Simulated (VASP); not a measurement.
Method: RPA correlation on PBE orbitals, VASP's PBE PAW potentials (set 64) (plane waves; VASP).

A VASP calculation is set up with these files.

File KPOINTS:
```
Automatic mesh
0
Gamma
4 4 4
0 0 0
```

**INCAR**
```
SYSTEM = AlN
PREC = Normal
ENCUT = 500
ALGO = ACFDT
LREAL = .FALSE.
LASPH = .TRUE.
ISMEAR = 0
SIGMA = 0.01
GGA = PE
LWAVE = .FALSE.
LCHARG = .FALSE.
NBANDS = 568
NOMEGA = 12
ENCUTGW = 300
```

**POSCAR**
```
AlN
1
    0.0000000000     2.2188190000     2.2188190000
    2.2188190000     0.0000000000     2.2188190000
    2.2188190000     2.2188190000     0.0000000000
Al N
1 1
Direct
  0.0000000000   0.0000000000   0.0000000000
  0.2500000000   0.2500000000   0.2500000000
```

POTCAR, in this order: Al_GW N_GW_new (PBE.64 set). Program: vasp_std. Read from the step before: WAVECAR, WAVEDER.

The run wrote:

OSZICAR:
```
energies w=
    0.000    0.731    0.000    2.355    0.000    4.520    0.000    7.764
    0.000   12.954    0.000   21.568    0.000   36.223    0.000   61.702
    0.000  107.130    0.000  191.516    0.000  364.317    0.000  852.511
NQ=   1    0.0000    0.0000    0.0000,
 performed       1711000 updates of chi_q(r,r)
NQ=   2    0.2500    0.0000    0.0000,
 performed       3422000 updates of chi_q(r,r)
NQ=   3    0.5000    0.0000    0.0000,
 performed       5133000 updates of chi_q(r,r)
NQ=   4    0.2500    0.2500    0.0000,
 performed       6844000 updates of chi_q(r,r)
NQ=   5    0.5000    0.2500    0.0000,
 performed       8555000 updates of chi_q(r,r)
NQ=   6   -0.2500    0.2500    0.0000,
 performed      10266000 updates of chi_q(r,r)
NQ=   7    0.5000    0.5000    0.0000,
 performed      11977000 updates of chi_q(r,r)
NQ=   8   -0.2500    0.5000    0.2500,
 performed      13688000 updates of chi_q(r,r)
```

OUTCAR:
```


      cutoff energy     smooth cutoff   RPA   correlation   Hartree contr. to MP2
---------------------------------------------------------------------------------
            300.000           240.000      -12.4565332816      -19.6040872674
            285.714           228.571      -12.3986868583      -19.5409470051
            272.109           217.687      -12.3364971461      -19.4724857274
            259.151           207.321      -12.2682156521      -19.3966558128
            246.811           197.449      -12.1951661247      -19.3148051475
            235.058           188.046      -12.1167092231      -19.2260097010
            223.865           179.092      -12.0312371372      -19.1282498171
            213.204           170.564      -11.9410704777      -19.0239145270
  linear regression
  converged value                          -13.2289099314      -20.4757664568
```
(Selected blocks of OUTCAR.)

The mesh is coarse, so the correlation energy is not converged in k-points.

The compound is AlN in the zinc blende structure, a metastable form; wurtzite is the usual one. This cell is one point of a volume scan, at 1.04 of the reference volume. The k-mesh is coarse (spacing up to 0.61 per Å, 2π included), so the numbers may not be converged in it.
